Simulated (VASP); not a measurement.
Given:

```xyz
4
Lattice="4.0830 0.0000 0.0000 0.0000 4.0830 0.0000 0.0000 0.0000 4.0830" Properties=species:S:1:pos:R:3 pbc="T T T"
Sc     0.0000     0.0000     0.0000
Al     0.0000     2.0415     2.0415
Al     2.0415     0.0000     2.0415
Al     2.0415     2.0415     0.0000
```

Level of theory: TPSS meta-GGA, VASP's PBE PAW potentials (set 64) (plane waves; VASP). Settings: 520 eV cut-off, 8×8×8 Γ-centred mesh, first-order Methfessel-Paxton smearing of 0.10 eV, potentials Sc_sv Al.

Q: Give the energy at these volumes per atom, relative to the lowest: 15.95, 16.46, 16.97, 17.48, 17.99 Å³.

A: 21.5, 5.6, 0.0, 3.4, 14.2 meV/atom. A third-order Birch-Murnaghan fit gives B0 = 91.6 GPa and B0′ = 4.5.

Measured: a 4.103 Å (computed value off by -0.5 %), as given by A Combined Experimental and First-Principles Based Assessment of Finite-Temperature Thermodynamic Properties of …. The calculation is for a static lattice, while the measured a holds thermal and zero-point effects, which are part of the difference.

The compound is Al3Sc in the L1_2 structure. It was relaxed first.
